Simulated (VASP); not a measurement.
Given:

```xyz
3
Lattice="0.0000 3.2435 3.2435 3.2435 0.0000 3.2435 3.2435 3.2435 0.0000" Properties=species:S:1:pos:R:3 pbc="T T T"
Na     1.6217     1.6217     1.6217
Na     4.8652     4.8652     4.8652
S      0.0000     0.0000     0.0000
```

These are r2SCAN+rVV10, VASP's PBE PAW potentials (set 64) (plane waves; VASP) values and carry that method's errors. Numerical set-up: 520 eV cut-off, 7×7×7 Γ-centred mesh, tetrahedra with Blöchl corrections, potentials Na_pv S.

### Question
Predict the energy per atom (σ→0), band gap (over mesh and band path) with the smallest direct gap where there is one.

### Answer

The band gap (over mesh and band path) is 3.07 eV, the smallest direct gap (over mesh and band path) is 3.07 eV and the energy per atom (σ→0) comes out as -6.087 eV/atom.

The absolute energy has meaning only against runs of the same code, potentials and settings.

The compound is Na2S in the antifluorite structure. It was relaxed first.
